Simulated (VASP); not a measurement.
These are PW91 GGA, VASP's PBE PAW potentials (set 64) (plane waves; VASP) values and carry that method's errors.

The input files of a VASP run:

**POSCAR**
```
HfN
1
    0.0000000000     2.2600000000     2.2600000000
    2.2600000000     0.0000000000     2.2600000000
    2.2600000000     2.2600000000     0.0000000000
Hf N
1 1
Direct
  0.0000000000   0.0000000000   0.0000000000
  0.5000000000   0.5000000000   0.5000000000
```

**INCAR**
```
# general
SYSTEM  = HfN
PREC    = Accurate
ENCUT   = 520
LREAL   = .False.   # projection in real space or not
LASPH   = .True.   # aspherical one-centre terms

# electronic loop
EDIFF   = 1E-6
NELM    = 100
ALGO    = Normal   # blocked Davidson
LMAXMIX = 6

# smearing
ISMEAR  = 1   # Methfessel-Paxton
SIGMA   = 0.1   # width (eV)

# functional
GGA     = 91   # PW91

# ions
IBRION  = 2   # conjugate gradients
NSW     = 60
ISIF    = 3
EDIFFG  = -0.01   # ionic stop

# output
LWAVE   = .False.
LCHARG  = .False.
```

### KPOINTS
```
K-points
0
G
13 13 13
0 0 0
```

POTCAR, in this order: Hf_pv N (PBE.64 set). Program: vasp_std.

The run wrote:

### OSZICAR
```
       N       E                     dE             d eps       ncg     rms          rms(c)
DAV:   1     0.360176586941E+02    0.36018E+02   -0.82801E+03  1848   0.128E+03
DAV:   2    -0.228589976983E+02   -0.58877E+02   -0.55421E+02  2426   0.249E+02
DAV:   3    -0.249356950814E+02   -0.20767E+01   -0.20643E+01  2405   0.409E+01
DAV:   4    -0.249523868984E+02   -0.16692E-01   -0.16462E-01  2182   0.369E+00
DAV:   5    -0.249526652024E+02   -0.27830E-03   -0.27755E-03  2370   0.346E-01    0.482E+01
DAV:   6    -0.218760346399E+02    0.30766E+01   -0.16421E+01  2157   0.290E+01    0.407E+01
DAV:   7    -0.218138798324E+02    0.62155E-01   -0.73319E-01  2112   0.782E+00    0.266E+01
DAV:   8    -0.218017472194E+02    0.12133E-01   -0.15880E-01  2167   0.364E+00    0.656E+00
DAV:   9    -0.217892185424E+02    0.12529E-01   -0.72290E-02  2194   0.186E+00    0.154E+00
DAV:  10    -0.217887889528E+02    0.42959E-03   -0.25780E-03  2163   0.460E-01    0.410E-01
DAV:  11    -0.217887846173E+02    0.43355E-05   -0.30967E-04  2275   0.152E-01    0.472E-02
DAV:  12    -0.217887810807E+02    0.35367E-05   -0.15583E-05  2243   0.382E-02    0.396E-02
DAV:  13    -0.217887809810E+02    0.99666E-07   -0.64004E-07  1206   0.889E-03
   1 F= -.21788781E+02 E0= -.21788665E+02  d E =-.217888E+02
       N       E                     dE             d eps       ncg     rms          rms(c)
DAV:   1    -0.218445369506E+02   -0.55756E-01   -0.17283E+00  1848   0.134E+01    0.417E+00
DAV:   2    -0.217962329352E+02    0.48304E-01   -0.85696E-02  1899   0.273E+00    0.189E+00
DAV:   3    -0.217822875182E+02    0.13945E-01   -0.29511E-02  2061   0.163E+00    0.125E+00
DAV:   4    -0.217816730512E+02    0.61447E-03   -0.22443E-03  2312   0.463E-01    0.738E-01
DAV:   5    -0.217816146071E+02    0.58444E-04   -0.20793E-04  2212   0.119E-01    0.694E-02
DAV:   6    -0.217816123263E+02    0.22809E-05   -0.15025E-05  2233   0.385E-02    0.196E-02
DAV:   7    -0.217816125354E+02   -0.20917E-06   -0.60060E-07  1233   0.835E-03
   2 F= -.21781613E+02 E0= -.21781528E+02  d E =0.716845E-02
       N       E                     dE             d eps       ncg     rms          rms(c)
DAV:   1    -0.218186218643E+02   -0.37010E-01   -0.73947E-01  1848   0.876E+00    0.272E+00
DAV:   2    -0.217978910597E+02    0.20731E-01   -0.35546E-02  1908   0.176E+00    0.121E+00
DAV:   3    -0.217919404872E+02    0.59506E-02   -0.12402E-02  2058   0.108E+00    0.793E-01
DAV:   4    -0.217916869238E+02    0.25356E-03   -0.86967E-04  2314   0.292E-01    0.482E-01
DAV:   5    -0.217916747470E+02    0.12177E-04   -0.76081E-05  2195   0.707E-02    0.480E-02
DAV:   6    -0.217916749099E+02   -0.16286E-06   -0.62968E-06  2259   0.241E-02
   3 F= -.21791675E+02 E0= -.21791570E+02  d E =-.289393E-02
```

### OUTCAR
```
------------------------ aborting loop because EDIFF is reached ----------------------------------------
  FORCE on cell =-STRESS in cart. coord.  units (eV):
  Direction    XX          YY          ZZ          XY          YZ          ZX
  --------------------------------------------------------------------------------------
  Total       -0.0047336     -0.0047336     -0.0047336      0.0000000      0.0000000      0.0000000
  in kB       -0.3245498     -0.3245498     -0.3245498      0.0000000      0.0000000      0.0000000
  external PRESSURE =      -0.3245498 kB  Pullay stress =       0.0000000 kB
  volume of cell :       23.37
      direct lattice vectors                 reciprocal lattice vectors
    -0.000000000  2.269146824  2.269146824    -0.220347134  0.220347134  0.220347134
     2.269146824  0.000000000  2.269146824     0.220347134 -0.220347134  0.220347134
     2.269146824  2.269146824  0.000000000     0.220347134  0.220347134 -0.220347134
 POSITION                                       TOTAL-FORCE (eV/Angst)
 -----------------------------------------------------------------------------------
      0.00000      0.00000      0.00000         0.000000     -0.000000     -0.000000
      2.26915      2.26915      2.26915        -0.000000      0.000000      0.000000
 -----------------------------------------------------------------------------------
    total drift:                                0.000000     -0.000000     -0.000000
  FREE ENERGIE OF THE ION-ELECTRON SYSTEM (eV)
  ---------------------------------------------------
  free  energy   TOTEN  =       -21.7916749099 eV

  energy  without entropy=      -21.7913597796  energy(sigma->0) =      -21.79156987

 reached required accuracy - stopping structural energy minimisation
```
(Selected blocks of OUTCAR.)

### CONTCAR
```
HfN
   1.00000000000000
    -0.0000000000000000    2.2691468240893879    2.2691468240893879
     2.2691468240893879    0.0000000000000000    2.2691468240893879
     2.2691468240893879    2.2691468240893879    0.0000000000000000
  Hf              N
     1     1
Direct
     0.0000000000000000    0.0000000000000000    0.0000000000000000
     0.5000000000000000    0.5000000000000000    0.5000000000000000
```

The compound is HfN in the rock salt structure. This run relaxes it. Symmetry was kept, so distortions that lower it aren't found. The electron count is odd and the run is not spin-polarised, which forces a metal.
